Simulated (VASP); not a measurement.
Runs of VASP 6.6.1 on CuAu. The structure is tetragonal, space group P4/mmm (No. 123). Conventional cell: a = 2.833 Å, b = 2.833 Å, c = 3.547 Å, α = 90.00°, β = 90.00°, γ = 90.00°. Around Cu (site symmetry 4/mmm) lie 8 Au at 2.68 Å and 4 Cu at 2.83 Å. Au (site symmetry 4/mmm) is surrounded by 8 Cu at 2.68 Å and 4 Au at 2.83 Å. The cell comes from a database or a generator and needn't be the stable form of this composition.

```csv
level,k mesh,cutoff (eV),smearing,gap on the mesh (eV),pressure (GPa)
PBEsol,14 × 14 × 12,900,gaussian 0.1 eV,none,0.0
PBEsol,14 × 14 × 12,700,gaussian 0.1 eV,none,0.0
PBEsol,14 × 14 × 12,520,gaussian 0.5 eV,none,-0.1
r2SCAN,14 × 14 × 12,520,gaussian 0.1 eV,none,(a)
PBEsol,22 × 22 × 18,520,gaussian 0.1 eV,none,-0.2
```

Alike in all rows: task single point; potentials or basis VASP PAW PBE potentials, release 64 (Cu, Au); no spin polarisation; cell as given.

Problem. Fill in the values left out.

Solution. (a) 3.9.

Caveats: the PAW data sets were made with another functional, which shifts forces and pressure a little.

A k mesh can miss the band edges, and the runs leave out spin-orbit coupling on Au.

A gap of «none» marks a metal or a gap under the smearing width.
